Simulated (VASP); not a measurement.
A VASP calculation is set up with these files.

File KPOINTS:
```
Regular mesh
0
G
8 8 2
0 0 0
```

### POSCAR
```
SiC
1
    3.0805100000     0.0000000000     0.0000000000
   -1.5402550000     2.6678000000     0.0000000000
    0.0000000000     0.0000000000    10.0848000000
Si C
4 4
Direct
  0.0020140000  -0.0017980000  -0.0032240000
 -0.0102960000  -0.0158570000   0.4988950000
  0.6509000000   0.3329380000   0.7482310000
  0.3296730000   0.6502060000   0.2410390000
  0.0096030000   0.0217350000   0.8132290000
  0.0116640000   0.0177370000   0.3143470000
  0.6706210000   0.3211630000   0.5638480000
  0.3358210000   0.6738760000   0.0748950000
```

### INCAR
```
# general
SYSTEM=SiC
PREC  =Accurate
ENCUT =400   # plane-wave cut-off (eV)
LREAL =.False.
LASPH =.True.   # aspherical one-centre terms

# electronic loop
EDIFF =1E-6
NELM  =100   # most electronic steps
ALGO  =Normal   # blocked Davidson

# smearing
ISMEAR=0
SIGMA =0.05   # width (eV)

# functional
GGA   =PE

# ions
ISIF  =2

# output
LWAVE =.False.
LCHARG=.False.
```

POTCAR, in this order: Si C (PBE.64 set). Program: vasp_std.

Problem. Write an equivalent input for Ansatz.

Solution. One equivalent input (not run):
Ansatz 0.2 input:
```yaml
crystal:
  lattice:
    - [3.0805100, 0.0000000, 0.0000000]
    - [-1.5402550, 2.6678000, 0.0000000]
    - [0.0000000, 0.0000000, 10.0848000]
  atoms:
    - { symbol: Si, position: [0.0020140, -0.0017980, -0.0032240] }
    - { symbol: Si, position: [-0.0102960, -0.0158570, 0.4988950] }
    - { symbol: Si, position: [0.6509000, 0.3329380, 0.7482310] }
    - { symbol: Si, position: [0.3296730, 0.6502060, 0.2410390] }
    - { symbol: C, position: [0.0096030, 0.0217350, 0.8132290] }
    - { symbol: C, position: [0.0116640, 0.0177370, 0.3143470] }
    - { symbol: C, position: [0.6706210, 0.3211630, 0.5638480] }
    - { symbol: C, position: [0.3358210, 0.6738760, 0.0748950] }
kpoints:
  mp_grid: { grid: [8, 8, 2] }
hamiltonian:
  xc: pbe
  pseudopotentials: { kind: paw }
scf:
  occupations: { method: gaussian, width: 0.05 }
  max_iter: 100
output: { forces: true, stress: true, eigenvalues: true }
```
Limits of the translation: each code has its own PAW files, so the cut-off isn't converted (ENCUT is set for VASP's; basis.ecutwfc is left out, and Ansatz then takes the one that its files recommend); Ansatz stops its SCF on the density residual and VASP on the energy change (EDIFF).

The structure was generated: SiC was put into an ordered model structure, which need not be its known phase. The cell was not relaxed at this level, atoms are displaced from their ideal sites.
